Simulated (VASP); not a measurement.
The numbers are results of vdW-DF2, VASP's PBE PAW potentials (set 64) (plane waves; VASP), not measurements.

The input files of a VASP run:

File KPOINTS:
```
K-points
0
Gamma
  7 7 7
0 0 0
```

### POSCAR
```
CaF2
1
    0.0000000000     2.8299277986     2.8299277986
    2.8299277986     0.0000000000     2.8299277986
    2.8299277986     2.8299277986     0.0000000000
Ca F
1 2
Direct
  0.0000000000   1.0000000000   0.0000000000
  0.2500000000   0.2500000000   0.2500000000
  0.7500000000   0.7500000000   0.7500000000
```

### INCAR
```
SYSTEM = CaF2
PREC = Accurate
ENCUT = 520
EDIFF = 1E-7
NELM = 100
ALGO = Normal
LREAL = .FALSE.
LASPH = .TRUE.
ISMEAR = 0
SIGMA = 0.05
GGA = ML
ZAB_VDW = -1.8867
LUSE_VDW = .TRUE.
AGGAC = 0.0
LWAVE = .FALSE.
LCHARG = .FALSE.
ISIF = 2
```

POTCAR, in this order: Ca_sv F (PBE.64 set). Program: vasp_std.

Question: What will the output report for the number of irreducible k-points (NKPTS), largest plane-wave count, number of space-group operations, FFT grid (NGX, NGY, NGZ)?

Answer: 
| Quantity | Value |
|---|---|
| number of irreducible k-points (NKPTS) | 20 |
| largest plane-wave count | 1243 |
| number of space-group operations | 48 |
| FFT grid (NGX, NGY, NGZ) | 30 × 30 × 30 |

The compound is CaF2 in the fluorite structure. This cell is one point of a volume scan, at 1.06 of the reference volume.
